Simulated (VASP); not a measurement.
Output of a VASP run:

File OSZICAR:
```
...
       N       E                     dE             d eps       ncg     rms          rms(c)
DAV:   1    -0.981001350754E+01   -0.51872E-01   -0.41741E+00   840   0.146E+01    0.210E+00
DAV:   2    -0.976871159943E+01    0.41302E-01   -0.35441E-01   903   0.628E+00    0.115E+00
DAV:   3    -0.975992518139E+01    0.87864E-02   -0.18516E-02  1015   0.155E+00    0.484E-01
DAV:   4    -0.975731074406E+01    0.26144E-02   -0.22568E-02   875   0.893E-01    0.225E-01
DAV:   5    -0.975721115713E+01    0.99587E-04   -0.13442E-03   959   0.257E-01    0.127E-01
DAV:   6    -0.975723496075E+01   -0.23804E-04   -0.14799E-04  1072   0.120E-01    0.656E-02
DAV:   7    -0.975723459289E+01    0.36786E-06   -0.62795E-05  1026   0.621E-02    0.216E-02
DAV:   8    -0.975723478734E+01   -0.19445E-06   -0.63530E-06  1015   0.225E-02
   9 F= -.97572348E+01 E0= -.97572348E+01  d E =-.169250E-02
       N       E                     dE             d eps       ncg     rms          rms(c)
DAV:   1    -0.978144638340E+01   -0.24212E-01   -0.17438E+00   840   0.926E+00    0.124E+00
DAV:   2    -0.976294268505E+01    0.18504E-01   -0.14903E-01   889   0.404E+00    0.681E-01
DAV:   3    -0.975927726854E+01    0.36654E-02   -0.76736E-03  1029   0.101E+00    0.262E-01
DAV:   4    -0.975835703128E+01    0.92024E-03   -0.80208E-03   882   0.539E-01    0.134E-01
DAV:   5    -0.975834623267E+01    0.10799E-04   -0.46616E-04   966   0.158E-01    0.806E-02
DAV:   6    -0.975835402601E+01   -0.77933E-05   -0.48028E-05  1051   0.711E-02    0.451E-02
DAV:   7    -0.975836243874E+01   -0.84127E-05   -0.21554E-05  1034   0.416E-02    0.119E-02
DAV:   8    -0.975836195721E+01    0.48153E-06   -0.27305E-06   671   0.163E-02
  10 F= -.97583620E+01 E0= -.97583620E+01  d E =-.281967E-02
       N       E                     dE             d eps       ncg     rms          rms(c)
DAV:   1    -0.979538232140E+01   -0.37020E-01   -0.86247E-01   840   0.818E+00    0.126E+00
DAV:   2    -0.976329851040E+01    0.32084E-01   -0.14431E-01   861   0.446E+00    0.851E-01
DAV:   3    -0.975765252956E+01    0.56460E-02   -0.10426E-02   966   0.122E+00    0.315E-01
DAV:   4    -0.975639539931E+01    0.12571E-02   -0.90185E-03   847   0.546E-01    0.146E-01
DAV:   5    -0.975636164823E+01    0.33751E-04   -0.28461E-04  1022   0.153E-01    0.110E-01
DAV:   6    -0.975637583595E+01   -0.14188E-04   -0.11024E-04   980   0.779E-02    0.244E-02
DAV:   7    -0.975636580278E+01    0.10033E-04   -0.33643E-05   910   0.334E-02    0.832E-03
DAV:   8    -0.975636605359E+01   -0.25080E-06   -0.20240E-06   924   0.102E-02
  11 F= -.97563661E+01 E0= -.97563661E+01  d E =0.199590E-02
       N       E                     dE             d eps       ncg     rms          rms(c)
DAV:   1    -0.978459309661E+01   -0.28227E-01   -0.57829E-01   840   0.671E+00    0.104E+00
DAV:   2    -0.976291414145E+01    0.21679E-01   -0.95860E-02   868   0.361E+00    0.667E-01
DAV:   3    -0.975924711766E+01    0.36670E-02   -0.68631E-03   973   0.984E-01    0.228E-01
DAV:   4    -0.975846584666E+01    0.78127E-03   -0.56110E-03   847   0.434E-01    0.118E-01
DAV:   5    -0.975845184468E+01    0.14002E-04   -0.14939E-04  1043   0.114E-01    0.930E-02
DAV:   6    -0.975847701160E+01   -0.25167E-04   -0.86137E-05   980   0.627E-02    0.243E-02
DAV:   7    -0.975846776388E+01    0.92477E-05   -0.28434E-05   889   0.304E-02    0.748E-03
DAV:   8    -0.975846773828E+01    0.25599E-07   -0.15600E-06   811   0.888E-03
  12 F= -.97584677E+01 E0= -.97584677E+01  d E =-.105781E-03
```

File OUTCAR:
```
------------------------ aborting loop because EDIFF is reached ----------------------------------------
  FORCE on cell =-STRESS in cart. coord.  units (eV):
  Direction    XX          YY          ZZ          XY          YZ          ZX
  --------------------------------------------------------------------------------------
  Total       -0.0175616     -0.0175616      0.0273615     -0.0000000      0.0000000      0.0000000
  in kB       -0.4962653     -0.4962653      0.7731978     -0.0000000      0.0000000      0.0000000
  external PRESSURE =      -0.0731109 kB  Pullay stress =       0.0000000 kB
  volume of cell :       56.70
      direct lattice vectors                 reciprocal lattice vectors
     1.799798197 -3.117341994  0.000000000     0.277808924 -0.160393053  0.000000000
     1.799798197  3.117341994 -0.000000000     0.277808924  0.160393053  0.000000000
    -0.000000000  0.000000000  5.052684174     0.000000000  0.000000000  0.197914606
 POSITION                                       TOTAL-FORCE (eV/Angst)
 -----------------------------------------------------------------------------------
     -0.00000      0.00000      0.00000         0.000000     -0.000000      0.000000
      1.79980      1.03912      1.23329        -0.000000      0.000000      0.013237
      1.79980     -1.03912      3.81939         0.000000     -0.000000     -0.013237
 -----------------------------------------------------------------------------------
    total drift:                               -0.000000      0.000000      0.000000
  FREE ENERGIE OF THE ION-ELECTRON SYSTEM (eV)
  ---------------------------------------------------
  free  energy   TOTEN  =        -9.7584677383 eV

  energy  without entropy=       -9.7584677383  energy(sigma->0) =       -9.75846774

 reached required accuracy - stopping structural energy minimisation
```
(Selected blocks of OUTCAR.)

**POSCAR**
```
PtS2
1
    1.7826102402    -3.0875715781    -0.0000000000
    1.7826102402     3.0875715781     0.0000000000
   -0.0000000000     0.0000000000     4.8186444335
Pt S
1 2
Direct
  0.0000000000   0.0000000000   0.0000000000
  0.3333330000   0.6666670000   0.2483778034
  0.6666670000   0.3333330000   0.7516221966
```

Task: Write an INCAR and KPOINTS that could have produced this output.

Result: Several could match; the one computed here: the input of the run itself, optB88-vdW, plane waves, VASP's PBE PAW potentials (set 64).

**KPOINTS**
```
Automatic mesh
0
Gamma
7 7 4
0 0 0
```

### INCAR
```
! general
SYSTEM   = PtS2
PREC     = Accurate
ENCUT    = 520
LREAL    = F
LASPH    = T

! electronic loop
EDIFF    = 1E-6
NELM     = 100
ALGO     = Normal
LMAXMIX  = 6

! smearing
ISMEAR   = 0
SIGMA    = 0.05

! functional
GGA      = BO
LUSE_VDW = T
AGGAC    = 0.0
PARAM1   = 0.1833333333
PARAM2   = 0.22

! ions
IBRION   = 2
NSW      = 60
ISIF     = 3
EDIFFG   = -0.02

! output
LWAVE    = F
LCHARG   = F
```

POTCAR, in this order: Pt S (PBE.64 set). Program: vasp_std.

Energy and stress use the plane-wave basis of the starting cell.

The compound is PtS2 in the 1T layered structure. This run relaxes it. Symmetry was kept, so distortions that lower it aren't found. The start is the result of an earlier pass.
